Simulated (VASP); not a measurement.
Given:

```
BeTe
1.0
    0.00000     2.83421     2.83421
    2.83421     0.00000     2.83421
    2.83421     2.83421     0.00000
Be Te
1 1
Direct
  0.00000   0.00000   0.00000
  0.25000   0.25000   0.25000
```

Computed with PBE GGA, VASP's PBE PAW potentials (set 64) (plane waves; VASP). Settings: 400 eV cut-off, 10×10×10 Γ-centred mesh, Gaussian smearing of 0.010 eV, potentials Be Te.

Unless said otherwise, spin-orbit coupling is left out, though it shifts the bands of the heavy elements here.

Question: Predict the energy per atom (σ→0), band gap (on the k-mesh) with the smallest direct gap where there is one.

Answer: 
```json
{
 "band gap (on the k-mesh)": "2.02 eV",
 "smallest direct gap (on the k-mesh)": "3.63 eV",
 "energy per atom (σ→0)": "-367.8 kJ/mol of atoms"
}
```

Total energies compare only between runs with the same potentials, cut-off and functional.

The compound is BeTe in the zinc blende structure. It was relaxed first.
